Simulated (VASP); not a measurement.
Input:

```
CuO
1.0
    3.15353     0.00000     0.00000
   -1.57676     2.73104     0.00000
    0.00000     0.00000    11.88964
Cu O
1 1
Direct
  0.66667   0.33333   0.50000
  0.33333   0.66667   0.50000
```

Method: PBEsol GGA, VASP's PBE PAW potentials (set 64) (plane waves; VASP 6.6.1). Numerical set-up: 520 eV cut-off, Gaussian smearing of 0.050 eV, potentials Cu O.

The cell holds a wide vacuum, so values per volume refer to the whole cell.

Question: Give the energies of bands 2 to 11 at the high-symmetry points, in eV from the Fermi level.

Answer: 
```tsv
band	Γ	M	K
2	-5.75	-6.01	-5.40
3	-5.75	-4.58	-4.72
4	-3.23	-3.86	-3.83
5	-1.88	-2.21	-2.67
6	-1.87	-1.96	-2.15
7	-1.87	-1.41	-1.65
8	1.37	-0.88	-1.42
9	1.37	-0.20	0.07
10	2.60	7.06	7.86
11	4.84	7.49	8.77
```

It has no gap at this level: it comes out as a metal or semimetal.

The cell is a sheet with vacuum, built from a generated structure.
